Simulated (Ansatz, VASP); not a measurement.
**CoSi3Ir: VASP beside Ansatz**

```
Co Si Ir
1.0
     4.24313    0.00000    0.00000
     0.00000    4.24313    0.00000
     0.00000    0.00000    4.24313
Co Si Ir
1 3 1
Cartesian
  2.1216 2.1216 2.1216
  2.1216 2.1216 0.0000
  0.0000 2.1216 2.1216
  2.1216 0.0000 2.1216
  0.0000 0.0000 0.0000
```

Change from the starting cell: species swapped into the Tb3InN type (Pm-3m, No. 221).

Alike in both runs: functional PBE; k mesh 10 × 10 × 10; occupations gaussian, width 0.1 eV; no spin polarisation.

Ansatz relaxed the structure, and its values are those at the end. VASP's run is a single point on that final structure, the one shown.

|  | VASP | Ansatz |
| --- | --- | --- |
| version | VASP 6.6.1 | Ansatz 0.2.0 |
| potentials or method | VASP PAW PBE potentials, release 64 (Co, Si, Ir) | scalar-relativistic, plane waves, PAW |
| plane-wave cutoff (eV) | 520 | 420 |
| valence electrons in the cell | 30 | 46 |

|  | VASP | Ansatz | Ansatz less VASP |
| --- | --- | --- | --- |
| gap on the k mesh at the Fermi level (eV) | none | none | - |
| pressure (GPa) | -0.1 | 0.0 | +0.08 |

A gap of «none» marks a metal or a gap that the smearing closes. The two sets of potentials don't hold the same shells in valence.

Spin-orbit coupling is left out, which matters for the levels of Ir. Spin polarisation is off, so any magnetic state and its effect on volume and gap are missing.
